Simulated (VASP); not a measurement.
## BeHg$_{3}$Te$_{4}$ (ordered alloy cell): computed properties

Level of theory: PBEsol GGA, VASP's PBE PAW potentials (set 64) (plane waves; VASP).

```json
{
  "space_group": "R3m (160)",
  "cell": "a = 4.448 Å, b = 4.448 Å, c = 43.959 Å, α = 90.00°, β = 90.00°, γ = 120.00°",
  "volume_per_atom": "31.39 Å³/atom",
  "band gap (over mesh and band path)": "none (metal, semimetal or under 0.01 eV)",
  "density": "7.41 g/cm³"
}
```

```cif
data_Be3Hg9Te12
_chemical_formula_sum 'Hg9 Te12 Be3'
_space_group_name_H-M_alt 'R3m :H'
_space_group_IT_number 160
_space_group_name_Hall 'R 3 -2"'
_cell_length_a 4.44836
_cell_length_b 4.44836
_cell_length_c 43.95860
_cell_angle_alpha 90.000
_cell_angle_beta 90.000
_cell_angle_gamma 120.000
loop_
_atom_site_label
_atom_site_type_symbol
_atom_site_symmetry_multiplicity
_atom_site_Wyckoff_symbol
_atom_site_fract_x
_atom_site_fract_y
_atom_site_fract_z
_atom_site_occupancy
Hg1 Hg 3 a 0.00000 0.00000 0.00563 1
Hg2 Hg 3 a 0.00000 0.00000 0.25062 1
Hg3 Hg 3 a 0.00000 0.00000 0.49610 1
Te1 Te 3 a 0.00000 0.00000 0.31394 1
Te2 Te 3 a 0.00000 0.00000 0.55925 1
Te3 Te 3 a 0.00000 0.00000 0.80494 1
Te4 Te 3 a 0.00000 0.00000 0.06935 1
Be1 Be 3 a 0.00000 0.00000 0.75017 1
```
(The calculation used a cell of 8 atoms; values per cell refer to that cell.)

Unless said otherwise, spin-orbit coupling is left out, though it shifts the bands of the heavy elements here.

The structure was generated: BeHg3Te4 was put into an ordered model structure (R3m), which need not be its known phase. It was relaxed first. Symmetry was kept, so distortions that lower it aren't found.
